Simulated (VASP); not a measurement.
These are PBEsol GGA, VASP's PBE PAW potentials (set 64) (plane waves; VASP) values and carry that method's errors.

VASP input:

KPOINTS:
```
K-points
0
G
7 7 7
0 0 0
```

POSCAR:
```
CaPd5
1.0
  5.1470000000   0.0000000000   0.0000000000
 -2.5735000000   4.4574330000   0.0000000000
  0.0000000000   0.0000000000   4.2240000000
Ca Pd
1 5
Cart
  0.0000000000   0.0000000000   0.0000000000
  2.5735000000   0.0000000000   2.1120000000
  1.2867500000   2.2287165000   2.1120000000
 -1.2867500000   2.2287165000   2.1120000000
 -0.0000025735   2.9716234858   0.0000000000
  2.5735025735   1.4858095142   0.0000000000
```

**INCAR**
```
SYSTEM = CaPd5
PREC = Accurate
ENCUT = 300
EDIFF = 1E-6
NELM = 100
ALGO = Normal
LREAL = .FALSE.
LASPH = .TRUE.
ISMEAR = -1
SIGMA = 0.1
GGA = PS
LMAXMIX = 4
LWAVE = .FALSE.
LCHARG = .FALSE.
ISIF = 2
```

POTCAR, in this order: Ca_sv Pd (PBE.64 set). Program: vasp_std.

Problem. What will the output report for the number of irreducible k-points (NKPTS), largest plane-wave count, number of space-group operations, FFT grid (NGX, NGY, NGZ)?

Solution. 
| Property | Value |
|---|---|
| number of irreducible k-points (NKPTS) | 32 |
| largest plane-wave count | 1164 |
| number of space-group operations | 24 |
| FFT grid (NGX, NGY, NGZ) | 30 × 30 × 24 |

The structure comes from a measured CaPd5 entry of the Crystallography Open Database, whose conditions weren't checked. The cell was not relaxed at this level.
